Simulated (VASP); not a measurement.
Data:

```
Hg4S3Se
1.0
    5.95077     0.00000     0.00000
    0.00000     5.95077     0.00000
    0.00000     0.00000     5.95077
Hg Se S
4 1 3
Direct
  0.99408   0.99408   0.99408
  0.50592   0.50592   0.99408
  0.50592   0.99408   0.50592
  0.99408   0.50592   0.50592
  0.25000   0.25000   0.25000
  0.75000   0.75000   0.25000
  0.75000   0.25000   0.75000
  0.25000   0.75000   0.75000
```

Method: PBEsol GGA, VASP's PBE PAW potentials (set 64) (plane waves; VASP). Settings: 400 eV cut-off, 6×6×6 Γ-centred mesh, tetrahedra with Blöchl corrections, potentials Hg Se S.

The cores are frozen, which limits the accuracy of field gradients.

**Question.** Give the principal components of the electric field gradient (V/Å²) and the asymmetry η at each nucleus.

**Answer.** 
| atom | Vxx | Vyy | Vzz | η |
|---|---|---|---|---|
| Hg1 | -7.6 | -7.6 | 15.2 | 0.00 |
| Hg2 | -7.6 | -7.6 | 15.2 | 0.00 |
| Hg3 | -7.6 | -7.6 | 15.2 | 0.00 |
| Hg4 | -7.6 | -7.6 | 15.2 | 0.00 |
| Se5 | 0.0 | 0.0 | 0.0 | - |
| S6 | -7.2 | -7.2 | 14.4 | 0.00 |
| S7 | -7.2 | -7.2 | 14.4 | 0.00 |
| S8 | -7.2 | -7.2 | 14.4 | 0.00 |

The structure was generated: Hg4S3Se was put into an ordered model structure (P-43m), which need not be its known phase. It was relaxed first.
